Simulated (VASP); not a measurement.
Computed with PBEsol GGA, VASP's PBE PAW potentials (set 64) (plane waves; VASP).

The input files of a VASP run:

File KPOINTS:
```
kpoints
0
gamma
 7 7 7
```

INCAR:
```
# general
SYSTEM  = NbTi3C4
PREC    = Accurate
ENCUT   = 520
LREAL   = .False.
LASPH   = .True.

# electronic loop
EDIFF   = 1E-6
NELM    = 100
ALGO    = Normal
LMAXMIX = 4

# smearing
ISMEAR  = 1
SIGMA   = 0.1

# functional
GGA     = PS

# ions
IBRION  = 2
NSW     = 60
ISIF    = 3
EDIFFG  = -0.02

# output
LWAVE   = .False.
LCHARG  = .False.
```

**POSCAR**
```
NbTi3C4
1
    4.3389617157     0.0000000000    -0.0000000000
    0.0000000000     4.3389617157     0.0000000000
   -0.0000000000     0.0000000000     4.3389617157
Ti C Nb
3 4 1
Direct
  0.0000000000   0.0000000000   0.0000000000
  0.5000000000   0.5000000000   0.0000000000
  0.5000000000   0.0000000000   0.5000000000
  0.5000000000   0.5000000000   0.5000000000
  0.0000000000   0.0000000000   0.5000000000
  0.0000000000   0.5000000000   0.0000000000
  0.5000000000   0.0000000000   0.0000000000
  0.0000000000   0.5000000000   0.5000000000
```

POTCAR, in this order: Ti_sv C Nb_sv (PBE.64 set). Program: vasp_std.

The resulting files:

OUTCAR:
```
 ion  position               nearest neighbor table
   1  0.000  0.000  0.000-   5 2.17   6 2.17   7 2.17   5 2.17   6 2.17   7 2.17
   2  0.500  0.500  0.000-   4 2.17   6 2.17   7 2.17   4 2.17   7 2.17   6 2.17
   3  0.500  0.000  0.500-   4 2.17   5 2.17   7 2.17   7 2.17   4 2.17   5 2.17
   4  0.500  0.500  0.500-   2 2.17   3 2.17   8 2.17   2 2.17   3 2.17   8 2.17
   5  0.000  0.000  0.500-   1 2.17   3 2.17   8 2.17   1 2.17   8 2.17   3 2.17
   6  0.000  0.500  0.000-   1 2.17   2 2.17   8 2.17   8 2.17   1 2.17   2 2.17
   7  0.500  0.000  0.000-   1 2.17   2 2.17   3 2.17   3 2.17   2 2.17   1 2.17
   8  0.000  0.500  0.500-   4 2.17   5 2.17   6 2.17   6 2.17   5 2.17   4 2.17
  LATTYP: Found a simple cubic cell.
 ALAT       =     4.3389617157
 Subroutine PRICEL returns:
 Original cell was already a primitive cell.
 Subroutine GETGRP returns: Found 48 space group operations
The static configuration has the point symmetry D_4h.
 The point group associated with its full space group is O_h .
The dynamic configuration has the point symmetry D_4h.
 Subroutine INISYM returns: Found 48 space group operations
 Subroutine IBZKPT returns following result:
 Found     20 irreducible k-points:

 Following reciprocal coordinates:
            Coordinates               Weight
  0.000000  0.000000  0.000000      1.000000
  0.142857  0.000000  0.000000      6.000000
  0.285714  0.000000  0.000000      6.000000
  0.428571  0.000000  0.000000      6.000000
  0.142857  0.142857  0.000000     12.000000
  0.285714  0.142857  0.000000     24.000000
  0.428571  0.142857  0.000000     24.000000
  0.285714  0.285714  0.000000     12.000000
  0.428571  0.285714  0.000000     24.000000
  0.428571  0.428571  0.000000     12.000000
  0.142857  0.142857  0.142857      8.000000
  0.285714  0.142857  0.142857     24.000000
  0.428571  0.142857  0.142857     24.000000
  0.285714  0.285714  0.142857     24.000000
  0.428571  0.285714  0.142857     48.000000
  0.428571  0.428571  0.142857     24.000000
  0.285714  0.285714  0.285714      8.000000
...
```

File OSZICAR:
```
       N       E                     dE             d eps       ncg     rms          rms(c)
DAV:   1     0.897662541240E+03    0.89766E+03   -0.31742E+04  1560   0.197E+03
DAV:   2     0.515533486219E+02   -0.84611E+03   -0.82286E+03  1567   0.637E+02
DAV:   3    -0.895975448007E+02   -0.14115E+03   -0.13730E+03  2604   0.219E+02
DAV:   4    -0.100732215912E+03   -0.11135E+02   -0.11070E+02  2240   0.616E+01
DAV:   5    -0.101354235508E+03   -0.62202E+00   -0.62129E+00  2564   0.144E+01    0.357E+01
DAV:   6    -0.824075567732E+02    0.18947E+02   -0.15552E+02  2144   0.801E+01    0.115E+01
DAV:   7    -0.817068977191E+02    0.70066E+00   -0.28333E+01  2122   0.316E+01    0.841E+00
DAV:   8    -0.814710584128E+02    0.23584E+00   -0.17414E+00  2201   0.106E+01    0.552E+00
DAV:   9    -0.815170806587E+02   -0.46022E-01   -0.10230E+00  2392   0.598E+00    0.164E+00
DAV:  10    -0.814768704425E+02    0.40210E-01   -0.45506E-01  2450   0.463E+00    0.564E-01
DAV:  11    -0.814785211616E+02   -0.16507E-02   -0.36162E-02  2249   0.103E+00    0.320E-01
DAV:  12    -0.814774411963E+02    0.10800E-02   -0.70152E-03  2331   0.495E-01    0.132E-01
DAV:  13    -0.814773452806E+02    0.95916E-04   -0.13786E-03  2305   0.230E-01    0.220E-02
DAV:  14    -0.814773536859E+02   -0.84053E-05   -0.15211E-04  2513   0.729E-02    0.198E-02
DAV:  15    -0.814773521670E+02    0.15189E-05   -0.43827E-06  1723   0.159E-02    0.148E-02
DAV:  16    -0.814773486611E+02    0.35059E-05   -0.28255E-05  2289   0.292E-02    0.614E-03
DAV:  17    -0.814773482158E+02    0.44527E-06   -0.28602E-06  1514   0.132E-02
   1 F= -.81477348E+02 E0= -.81475747E+02  d E =-.814773E+02
```

### OUTCAR
```
------------------------ aborting loop because EDIFF is reached ----------------------------------------
  FORCE on cell =-STRESS in cart. coord.  units (eV):
  Direction    XX          YY          ZZ          XY          YZ          ZX
  --------------------------------------------------------------------------------------
  Total       -0.0200821     -0.0200821     -0.0200821      0.0000000      0.0000000      0.0000000
  in kB       -0.3938779     -0.3938779     -0.3938779      0.0000000      0.0000000      0.0000000
  external PRESSURE =      -0.3938779 kB  Pullay stress =       0.0000000 kB
  volume of cell :       81.69
      direct lattice vectors                 reciprocal lattice vectors
     4.338961716  0.000000000  0.000000000     0.230469883  0.000000000  0.000000000
     0.000000000  4.338961716  0.000000000     0.000000000  0.230469883  0.000000000
     0.000000000  0.000000000  4.338961716     0.000000000  0.000000000  0.230469883
 POSITION                                       TOTAL-FORCE (eV/Angst)
 -----------------------------------------------------------------------------------
      0.00000      0.00000      0.00000         0.000000      0.000000      0.000000
      2.16948      2.16948      0.00000         0.000000      0.000000      0.000000
      2.16948      0.00000      2.16948         0.000000      0.000000      0.000000
      2.16948      2.16948      2.16948         0.000000      0.000000      0.000000
      0.00000      0.00000      2.16948         0.000000      0.000000      0.000000
      0.00000      2.16948      0.00000         0.000000      0.000000      0.000000
      2.16948      0.00000      0.00000         0.000000      0.000000      0.000000
      0.00000      2.16948      2.16948         0.000000      0.000000      0.000000
 -----------------------------------------------------------------------------------
    total drift:                                0.000000     -0.000000     -0.000000
  FREE ENERGIE OF THE ION-ELECTRON SYSTEM (eV)
  ---------------------------------------------------
  free  energy   TOTEN  =       -81.4773482158 eV

  energy  without entropy=      -81.4725445897  energy(sigma->0) =      -81.47574701

 reached required accuracy - stopping structural energy minimisation
```
(Selected blocks of OUTCAR.)

**OUTCAR**
```
 val. band max:       10.4490493267   @ k =   0.1429   0.1429   0.1429

 cond. band min:      10.4874624941   @ k =   0.4286   0.1429   0.0000


 Fermi energy:        10.4843647504

 k-point     1 :       0.0000    0.0000    0.0000
  band No.  band energies     occupation
      1     -46.1193      2.00000
      2     -46.0434      2.00000
      3     -46.0434      2.00000
      4     -44.4376      2.00000
      5     -22.6610      2.00000
      6     -22.6610      2.00000
      7     -22.6610      2.00000
      8     -22.4478      2.00000
      9     -22.4478      2.00000
     10     -22.4478      2.00000
     11     -22.3384      2.00000
     12     -22.3384      2.00000
     13     -22.3384      2.00000
     14     -20.6273      2.00000
     15     -20.6273      2.00000
     16     -20.6273      2.00000
     17      -2.3427      2.00000
     18      -0.5269      2.00000
     19      -0.5269      2.00000
     20       0.1295      2.00000
     21       6.8349      2.00000
     22       6.8349      2.00000
     23       6.8349      2.00000
     24       7.8959      2.00000
     25       7.8959      2.00000
     26       7.8959      2.00000
     27       9.8370      2.00000
     28       9.8370      2.00000
     29       9.8370      2.00000
     30      10.2684      2.00922
     31      10.2684      2.00922
     32      10.2684      2.00922
     33      10.5988     -0.06869
     34      10.5988     -0.06869
     35      10.5988     -0.06869
     36      11.6155     -0.00000
     37      11.6155     -0.00000
     38      11.6155     -0.00000
     39      11.8144     -0.00000

 k-point     2 :       0.1429    0.0000    0.0000
  band No.  band energies     occupation
      1     -46.1158      2.00000
      2     -46.0466      2.00000
      3     -46.0433      2.00000
      4     -44.4379      2.00000
      5     -22.6502      2.00000
      6     -22.6502      2.00000
      7     -22.6447      2.00000
      8     -22.4508      2.00000
      9     -22.4508      2.00000
...
```

The structure was generated: NbTi3C4 was put into an ordered model structure (Pm-3m), which need not be its known phase. It was relaxed first. The start is the result of an earlier pass. The electron count is odd and the run is not spin-polarised, which forces a metal.
